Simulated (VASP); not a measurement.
```
CELL_PARAMETERS angstrom
      0.00000     3.17099     3.17099
      3.17099     0.00000     3.17099
      3.17099     3.17099     0.00000
ATOMIC_POSITIONS crystal
  Ag 0.00000 0.00000 0.00000
  I  0.25000 0.25000 0.25000
```

Computed with LDA (Ceperley-Alder, Perdew-Zunger) with spin-orbit coupling, VASP's LDA PAW potentials (set 64) (plane waves; VASP 6.6.1). Numerical set-up: 400 eV cut-off, 7×7×7 Γ-centred mesh, Gaussian smearing of 0.050 eV, potentials Ag I.

Question: Estimate the energy per atom (σ→0), band gap (over mesh and band path) with the smallest direct gap where there is one.

Answer: 
| Item | Result |
|---|---|
| band gap (over mesh and band path) | 0.86 eV |
| smallest direct gap (over mesh and band path) | 0.86 eV |
| energy per atom (σ→0) | -3.142 eV/atom |

Total energies compare only between runs with the same potentials, cut-off and functional.

The compound is AgI in the zinc blende structure, whereas wurtzite is the usual form. It was relaxed first, which changed the volume by -7 %.
